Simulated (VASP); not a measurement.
Given:

```yaml
crystal:
  lattice:
    - [4.28937, 0.00000, 0.00000]
    - [-2.14468, 3.71470, 0.00000]
    - [0.00000, 0.00000, 7.54922]
  atoms:
    - { symbol: In, position: [0.00000, 0.00000, 0.00000] }
    - { symbol: In, position: [0.00000, 0.00000, 0.50000] }
    - { symbol: Bi, position: [0.33333, 0.66667, 0.25000] }
    - { symbol: Bi, position: [0.66667, 0.33333, 0.75000] }
```

The numbers are results of PBEsol GGA, VASP's PBE PAW potentials (set 64) (plane waves; VASP), not measurements. Run with 400 eV cut-off, Gaussian smearing of 0.050 eV, potentials In_d Bi_d.

Give the energies of bands 23 to 32 at the high-symmetry points, in eV from the Fermi level.

| band | Γ | M | K | A | L | H |
|---|---|---|---|---|---|---|
| 23 | -6.64 | -6.07 | -6.34 | -4.83 | -5.86 | -5.62 |
| 24 | -2.08 | -4.17 | -3.56 | -4.83 | -5.86 | -5.62 |
| 25 | -0.45 | -4.02 | -3.33 | 0.51 | -1.69 | -3.65 |
| 26 | 0.20 | -3.27 | -2.69 | 0.51 | -1.69 | -3.65 |
| 27 | 0.20 | -1.80 | -2.69 | 0.51 | -1.01 | -0.12 |
| 28 | 0.80 | 0.49 | -2.28 | 0.51 | -1.01 | -0.12 |
| 29 | 0.80 | 1.09 | -2.28 | 1.18 | -0.82 | 0.10 |
| 30 | 1.70 | 1.28 | 4.16 | 1.18 | -0.82 | 0.10 |
| 31 | 3.96 | 1.60 | 4.65 | 3.94 | 3.12 | 1.59 |
| 32 | 3.96 | 2.58 | 5.16 | 3.94 | 3.12 | 1.59 |

It has no gap at this level: it comes out as a metal or semimetal.

The structure was generated: InBi was put into the NiAs type type (P6_3/mmc), which need not be its known phase. It was relaxed first.
